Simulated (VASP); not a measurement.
An input for Quantum ESPRESSO's pw.x (written as the equivalent of a VASP run, and not itself run):

```
&CONTROL
  calculation = 'scf'
  pseudo_dir = './pseudo'
  outdir = './out'
  tprnfor = .true.
  tstress = .true.
/
&SYSTEM
  ibrav = 0
  nat = 3
  ntyp = 2
  ecutwfc = 88
  occupations = 'smearing'
  smearing = 'gaussian'
  degauss = 0.003675
  input_dft = 'pbe'
  noncolin = .true.
  lspinorb = .true.
/
&ELECTRONS
  conv_thr = 7.3e-08
  electron_maxstep = 100
/
ATOMIC_SPECIES
  Na 22.990 Na.upf
  S 32.060 S.upf
CELL_PARAMETERS angstrom
     0.0000000    3.3354000    3.3354000
     3.3354000    0.0000000    3.3354000
     3.3354000    3.3354000    0.0000000
ATOMIC_POSITIONS crystal
  Na   0.2500000  0.2500000  0.2500000
  Na   0.7500000  0.7500000  0.7500000
  S    0.0000000  0.0000000  0.0000000
K_POINTS automatic
  5 5 5 0 0 0
```

### Question
Translate this input to VASP (INCAR, KPOINTS, POSCAR, choice of POTCAR).

### Answer
Several could match; the one computed here: 
File POSCAR:
```
Na2S
1
    0.0000000000     3.3354000000     3.3354000000
    3.3354000000     0.0000000000     3.3354000000
    3.3354000000     3.3354000000     0.0000000000
Na S
2 1
Direct
  0.2500000000   0.2500000000   0.2500000000
  0.7500000000   0.7500000000   0.7500000000
  0.0000000000   0.0000000000   0.0000000000
```

**KPOINTS**
```
Automatic
0
Gamma
  5 5 5
0 0 0
```

### INCAR
```
SYSTEM = Na2S
PREC = Accurate
ENCUT = 400
EDIFF = 1E-6
NELM = 100
ALGO = Normal
LREAL = .FALSE.
LASPH = .TRUE.
ISMEAR = 0
SIGMA = 0.05
GGA = PE
LWAVE = .FALSE.
LCHARG = .FALSE.
ISIF = 2
LSORBIT = .TRUE.
MAGMOM = 0 0 0 0 0 0 0 0 0
GGA_COMPAT = .FALSE.
```

POTCAR, in this order: Na_pv S (PBE.64 set). Program: vasp_ncl.

The two are equivalent in intent, not identical: the potentials are each code's own (VASP's PAW set, PseudoDojo norm-conserving files, fully relativistic, in pw.x), so ENCUT and ecutwfc are chosen apart and not converted; conv_thr bounds pw.x's estimated SCF error, while EDIFF bounds the energy change between steps.

The compound is Na2S in the antifluorite structure. The cell was not relaxed at this level. The run is one of a series of settings (GGA_COMPAT = .FALSE., LSORBIT = .TRUE., MAGMOM = 0 0 0 0 0 0 0 0 0, program vasp_ncl against the base run), some of them coarse on purpose.
